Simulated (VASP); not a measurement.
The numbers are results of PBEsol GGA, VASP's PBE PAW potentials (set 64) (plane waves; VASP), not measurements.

VASP input:

INCAR:
```
! general
SYSTEM  = HgTe
PREC    = Accurate
ENCUT   = 500   ! plane-wave cut-off (eV)
LREAL   = .FALSE.   ! projection in real space or not
LASPH   = .TRUE.   ! aspherical one-centre terms

! electronic loop
EDIFF   = 1E-6
NELM    = 100
ALGO    = Normal   ! blocked Davidson
LMAXMIX = 6   ! l cut-off of mixed one-centre charges

! smearing
ISMEAR  = 1   ! Methfessel-Paxton
SIGMA   = 0.1

! functional
GGA     = PS   ! PBEsol

! ions
IBRION  = 2   ! conjugate gradients
NSW     = 40
ISIF    = 3
EDIFFG  = -0.02   ! ionic stop

! output
LWAVE   = .FALSE.
LCHARG  = .FALSE.
```

POSCAR:
```
HgTe
1.0
  3.7182416220   0.0000000000   0.0000000000
  0.0000000000   3.7182416220   0.0000000000
  0.0000000000   0.0000000000   3.7182416220
Hg Te
1 1
Direct
  0.0000000000   0.0000000000   0.0000000000
  0.5000000000   0.5000000000   0.5000000000
```

**KPOINTS**
```
Automatic
0
Gamma
 10 10 10
0 0 0
```

POTCAR, in this order: Hg Te (PBE.64 set). Program: vasp_std.

Output of the run:

### OUTCAR
```
 ion  position               nearest neighbor table
   1  0.000  0.000  0.000-   2 3.22   2 3.22   2 3.22   2 3.22   2 3.22   2 3.22   2 3.22   2 3.22
  LATTYP: Found a simple cubic cell.
 ALAT       =     3.7182416220
 Subroutine PRICEL returns:
 Original cell was already a primitive cell.
 Subroutine GETGRP returns: Found 48 space group operations
The static configuration has the point symmetry O_h .
The dynamic configuration has the point symmetry O_h .
 Subroutine INISYM returns: Found 48 space group operations
 Subroutine IBZKPT returns following result:
 Found     56 irreducible k-points:

 Following reciprocal coordinates:
            Coordinates               Weight
  0.000000  0.000000  0.000000      1.000000
  0.100000  0.000000  0.000000      6.000000
  0.200000  0.000000  0.000000      6.000000
  0.300000  0.000000  0.000000      6.000000
  0.400000  0.000000  0.000000      6.000000
  0.500000  0.000000  0.000000      3.000000
  0.100000  0.100000  0.000000     12.000000
  0.200000  0.100000  0.000000     24.000000
  0.300000  0.100000  0.000000     24.000000
  0.400000  0.100000  0.000000     24.000000
...
```

**OSZICAR**
```
       N       E                     dE             d eps       ncg     rms          rms(c)
DAV:   1     0.103958767432E+03    0.10396E+03   -0.82132E+03  1472   0.120E+03
DAV:   2    -0.100667609268E+00   -0.10406E+03   -0.98481E+02  1611   0.269E+02
DAV:   3    -0.378116042481E+01   -0.36805E+01   -0.36571E+01  1681   0.525E+01
DAV:   4    -0.380564760591E+01   -0.24487E-01   -0.24481E-01  1631   0.423E+00
DAV:   5    -0.380598764560E+01   -0.34004E-03   -0.34004E-03  1756   0.487E-01    0.809E+00
DAV:   6    -0.371163980445E+01    0.94348E-01   -0.26125E-01  1581   0.732E+00    0.574E+00
DAV:   7    -0.370681339486E+01    0.48264E-02   -0.41506E-02  1621   0.178E+00    0.153E+00
DAV:   8    -0.370602874587E+01    0.78465E-03   -0.49268E-03  1511   0.998E-01    0.193E-01
DAV:   9    -0.370602717966E+01    0.15662E-05   -0.22924E-04  1666   0.166E-01    0.640E-02
DAV:  10    -0.370603643281E+01   -0.92531E-05   -0.12660E-05  1601   0.339E-02    0.315E-02
DAV:  11    -0.370604024615E+01   -0.38133E-05   -0.27472E-06  1549   0.189E-02    0.446E-03
DAV:  12    -0.370604023553E+01    0.10613E-07   -0.79418E-08   838   0.377E-03
   1 F= -.37060402E+01 E0= -.37061615E+01  d E =-.370604E+01
       N       E                     dE             d eps       ncg     rms          rms(c)
DAV:   1    -0.370769790300E+01   -0.16577E-02   -0.33858E-02  1581   0.229E+00    0.291E-01
DAV:   2    -0.370623874746E+01    0.14592E-02   -0.40178E-03  1506   0.959E-01    0.101E-01
DAV:   3    -0.370611291755E+01    0.12583E-03   -0.34140E-04  1581   0.192E-01    0.897E-02
DAV:   4    -0.370609094556E+01    0.21972E-04   -0.57488E-05  1521   0.603E-02    0.256E-02
DAV:   5    -0.370609028827E+01    0.65730E-06   -0.42358E-06  1520   0.201E-02
   2 F= -.37060903E+01 E0= -.37062060E+01  d E =-.500527E-04
```

File OUTCAR:
```
------------------------ aborting loop because EDIFF is reached ----------------------------------------
  FORCE on cell =-STRESS in cart. coord.  units (eV):
  Direction    XX          YY          ZZ          XY          YZ          ZX
  --------------------------------------------------------------------------------------
  Total       -0.0014681     -0.0014681     -0.0014681      0.0000000      0.0000000     -0.0000000
  in kB       -0.0459043     -0.0459043     -0.0459043      0.0000000      0.0000000     -0.0000000
  external PRESSURE =      -0.0459043 kB  Pullay stress =       0.0000000 kB
  volume of cell :       51.24
      direct lattice vectors                 reciprocal lattice vectors
     3.714262054 -0.000000000  0.000000000     0.269232484  0.000000000  0.000000000
    -0.000000000  3.714262054  0.000000000     0.000000000  0.269232484 -0.000000000
    -0.000000000  0.000000000  3.714262054    -0.000000000 -0.000000000  0.269232484
 POSITION                                       TOTAL-FORCE (eV/Angst)
 -----------------------------------------------------------------------------------
      0.00000      0.00000      0.00000         0.000000      0.000000      0.000000
      1.85713      1.85713      1.85713        -0.000000     -0.000000      0.000000
 -----------------------------------------------------------------------------------
    total drift:                               -0.000000      0.000000     -0.000000
  FREE ENERGIE OF THE ION-ELECTRON SYSTEM (eV)
  ---------------------------------------------------
  free  energy   TOTEN  =        -3.7060902883 eV

  energy  without entropy=       -3.7064373661  energy(sigma->0) =       -3.70620598

 reached required accuracy - stopping structural energy minimisation
```
(Selected blocks of OUTCAR.)

**CONTCAR**
```
HgTe
   1.00000000000000
     3.7142620539937585   -0.0000000000000000    0.0000000000000000
    -0.0000000000000000    3.7142620539937585    0.0000000000000000
    -0.0000000000000000    0.0000000000000000    3.7142620539937585
  Hg              Te
     1     1
Direct
     0.0000000000000000    0.0000000000000000    0.0000000000000000
     0.5000000000000000    0.5000000000000000    0.5000000000000000
```

The structure was generated: HgTe was put into the CsCl type type (Pm-3m), which need not be its known phase. This run relaxes it. Symmetry was kept, so distortions that lower it aren't found.
